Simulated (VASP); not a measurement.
# Ti (P6_3/mmc) under biaxial (0001) strain: normal strain, stress and strain energy with r2SCAN

A common rule of thumb says that a metal responds linearly to strains of up to about one per cent: stress proportional to strain, energy proportional to its square. Estimates for strained films rest on it, since two constants then give the thickness change and the stress. The series tests the rule on hexagonal titanium, stretched and compressed equally in all directions of the (0001) plane by up to 2 %, with the normal direction free to respond. Strains are counted from the cell relaxed with r2SCAN, stress is positive in tension, and energy is counted per atom from the relaxed crystal. The questions are which elastic moduli follow, and at what strain each of the three quantities leaves the linear law.

## Method

The start is an entry of the ASE's table of reference states database. The crystal was relaxed with r2SCAN. Equal strain is imposed in the (0001) plane; the strain along the normal is adjusted until the normal stress vanishes, and the atoms are relaxed with r2SCAN. VASP 6.6.1, plane waves with PAW, cutoff 450 eV, no spin polarisation, no spin-orbit coupling, k mesh 23×23×13, static lattice. The same in all rows: band gap on the k mesh at r2SCAN: 0.000 eV.

Notes on method and selection:

- Runs that did not converge, have known faults or may not be shown are not listed, and runs on Ansatz's PAW sets soft_1 and soft_2 are kept to separate tables.

Columns:

- strain (%): strain in the plane (tension positive).
- normal strain (%): strain along the normal.
- stress (GPa): in-plane stress, tension positive.
- strain energy (meV/atom): energy per atom above the relaxed crystal.

Input lines of one member:

```
PREC = Accurate
ENCUT = 450
EDIFF = 1E-07
NELM = 120
ISMEAR = 1
SIGMA = 0.15
LREAL = .FALSE.
ALGO = Normal
METAGGA = R2SCAN
LASPH = .TRUE.
NBANDS = 18
LORBIT = 11
KPAR = 2
IBRION = 1
NSW = 25
```

Command (options for logging and memory left out): `mpirun -np 2 vasp_std`

## The series

| member | strain (%) | normal strain (%) | stress (GPa) | strain energy (meV/atom) |
| --- | --- | --- | --- | --- |
| −2 % | −2.0 | 1.560 | −4.69 | 11.38 |
| −1.5 % | −1.5 | 1.157 | −3.48 | 6.633 |
| −1 % | −1.0 | 0.758 | −2.29 | 3.171 |
| −0.5 % | −0.5 | 0.390 | −1.13 | 0.9760 |
| 0 % | 0.0 | 0.005 | −0.02 | 0.02151 |
| +0.5 % | 0.5 | −0.384 | 1.05 | 0.2546 |
| +1 % | 1.0 | −0.771 | 2.09 | 1.619 |
| +1.5 % | 1.5 | −1.149 | 3.10 | 4.074 |
| +2 % | 2.0 | −1.515 | 4.09 | 7.619 |

Least-squares fits to the whole series, with x = strain (%); R² and errors in the fitted variable (y, or ln y where the fit is in ln y):

| y | members | fit | R² | rms residual | leave-one-out rms | the same for the mean of the others |
| --- | --- | --- | --- | --- | --- | --- |
| normal strain (%) | 9 | y = 0.005667 − 0.7683 x | 1.00 | 0.010 | 0.015 | 1.1 |
| stress (GPa) | 9 | y = −0.1422 + 2.193 x | 1.00 | 0.10 | 0.14 | 3.2 |

## The trend and its physics

From −2 % to +2 % the normal strain falls from 1.560 to −1.515 %, while the stress rises from −4.69 to 4.09 GPa. The energy grows on both sides of zero, but at equal magnitude of strain it is always higher in compression.

The simplest model assumes that stress is linear in strain, that the crystal has hexagonal symmetry, that the normal stress is zero, and that the starting cell is free of stress and lies at the energy minimum. With in-plane strain $\varepsilon$ and normal strain $\varepsilon_n$, Hooke's law reads

$$\sigma = (C_{11}+C_{12})\,\varepsilon + C_{13}\,\varepsilon_n, \qquad \sigma_n = 2C_{13}\,\varepsilon + C_{33}\,\varepsilon_n .$$

Setting $\sigma_n = 0$ gives the normal strain:

$$\varepsilon_n = -\rho\,\varepsilon, \qquad \rho = \frac{2C_{13}}{C_{33}} .$$

Inserting this in the first equation gives the stress:

$$\sigma = M\varepsilon, \qquad M = C_{11}+C_{12}-\frac{2C_{13}^2}{C_{33}} .$$

Only the two in-plane directions do work. With $v$ the volume per atom, the energy is the integral of $2v\sigma$ over the strain:

$$E = vM\varepsilon^2 .$$

The three parameters are $\rho$, $M$ and $v$. The series therefore yields the biaxial modulus $M$ and the ratio $C_{13}/C_{33}$, but not the four elastic constants one by one; those require other deformations, such as a strain along the normal alone.

The fitted slopes are $\rho = 0.768$ and $M = 2.193$ GPa per %, or 2.193 × 100 = 219 GPa, so $C_{13}/C_{33} = 0.768 / 2 = 0.384$. The normal contracts under tension because this lowers the energy cost of the added volume. The compensation is partial: to first order the volume still grows by 2 − 0.768 = 1.232 % per % of in-plane strain.

## Testing the model

The model is fixed on the members −1 % and +1 %. Taking half the difference of their strains and stresses removes any constant offset and any term quadratic in strain; taking the mean of their energies removes any linear term.

- $\rho$ = (0.758 + 0.771) / 2.0 = 0.7645
- $M$ = (2.09 + 2.29) / 2.0 = 2.19 GPa per %, or 2.19 × 100 = 219 GPa
- $vM$ = (3.171 + 1.619) / 2 = 2.395 meV/atom per %², or 2.395 × 10 = 23.95 eV/atom for strain as a fraction

Hence $v$ = 23.95 / 219 = 0.1094 eV/GPa. With 1 eV/Å³ = 160.2 GPa this is 0.1094 × 160.2 = 17.5 Å³ per atom.

**Member −2 %**

- Normal strain: 0.7645 × 2.0 = 1.529 %; table 1.560 %.
- Stress: 2.19 × (−2.0) = −4.38 GPa; table −4.69 GPa.
- Energy: 2.395 × 4.0 = 9.58 meV/atom; table 11.38 meV/atom.

**Member −0.5 %**

- Normal strain: 0.7645 × 0.5 = 0.382 %; table 0.390 %.
- Stress: 2.19 × (−0.5) = −1.10 GPa; table −1.13 GPa.
- Energy: 2.395 × 0.25 = 0.599 meV/atom; table 0.9760 meV/atom.

**Member +0.5 %**

- Normal strain: −0.7645 × 0.5 = −0.382 %; table −0.384 %.
- Stress: 2.19 × 0.5 = 1.10 GPa; table 1.05 GPa.
- Energy: 2.395 × 0.25 = 0.599 meV/atom; table 0.2546 meV/atom.

**Member +2 %**

- Normal strain: −0.7645 × 2.0 = −1.529 %; table −1.515 %.
- Stress: 2.19 × 2.0 = 4.38 GPa; table 4.09 GPa.
- Energy: 2.395 × 4.0 = 9.58 meV/atom; table 7.619 meV/atom.

The normal strain is met to about 0.03 % of strain and the stress to about 7 %. The energy misses by about 20 % at ±2 % and by about 60 % at ±0.5 %. The errors of stress and energy are relative to the model values.

## Where the trend breaks

Largest departures from the fit to the whole series:

| member | normal strain (%) | fit | computed − fit | in rms residuals |
| --- | --- | --- | --- | --- |
| −2 % | 1.560 | 1.542 | +0.018 | 1.7 |
| −1 % | 0.758 | 0.774 | −0.016 | 1.6 |
| +2 % | −1.515 | −1.531 | +0.016 | 1.6 |
| +1 % | −0.771 | −0.763 | −0.008 | 0.8 |

The stress lies below the model line $\sigma = M\varepsilon$ fixed at ±1 % on both sides, by 4.38 − 4.09 = 0.29 GPa at +2 % and 4.69 − 4.38 = 0.31 GPa at −2 %. Here the assumption of a constant modulus fails. Between neighbouring rows the slope drops steadily from 2.42 GPa per % at the compressed end to (4.09 − 3.10) / 0.5 = 1.98 at the stretched end, as expected when repulsion stiffens shortened bonds and stretched bonds soften.

The energy fails differently: its relative error is largest at small strain, the mark of a term linear in strain. Half the difference between +0.5 % and −0.5 % is (0.2546 − 0.9760) / 2 = −0.361 meV/atom, or −0.361 / 0.5 = −0.72 meV/atom per %. For strain as a fraction this is −0.72 / 10 = −0.072 eV/atom. Divided by $2v$, it gives a stress of −0.072 / (2 × 0.1094) = −0.33 GPa, yet the 0 % row lists −0.02 GPa.

The assumption that fails is that the starting cell lies at the energy minimum. The likely cause is the plane-wave basis: the cell was relaxed with the basis held fixed, and the stress then omits the Pulay term, which makes the cell slightly too small. The strained cells each have their own basis at the same cutoff, so their energies favour expansion. The change of basis may also explain why the energy in the 0 % row is not exactly zero. If the missing stress is isotropic, it works on the volume, which grows by 2 − 0.7645 = 1.236 % per % of in-plane strain, and its size is about 0.072 / (0.1094 × 1.236) = 0.5 GPa. A higher cutoff should shrink it, which would test the explanation.

## Conclusions

The linear law for the normal strain holds over the whole range from −2 % to +2 %. For the stress it holds to about 5 % up to ±1 % and to about 7 % at ±2 %. The rule of thumb thus stands for these two quantities. The strain energy follows the quadratic law only after averaging over tension and compression; a modulus taken from the energies of one side alone would be wrong. The linear term behind this most likely belongs to the starting cell of the calculation and is no property of titanium.

An effect left out altogether is plastic flow. Ordinary bulk titanium yields at very roughly some tenths of a GPa to 1 GPa, so at 2 % strain its stress would stay several GPa below the values for this perfect crystal.

[Logs are printed without paths, hosts, clocks, repeated set-up lines and the standing remarks that a program may print on its own settings, such as how far it seeks lower states.]
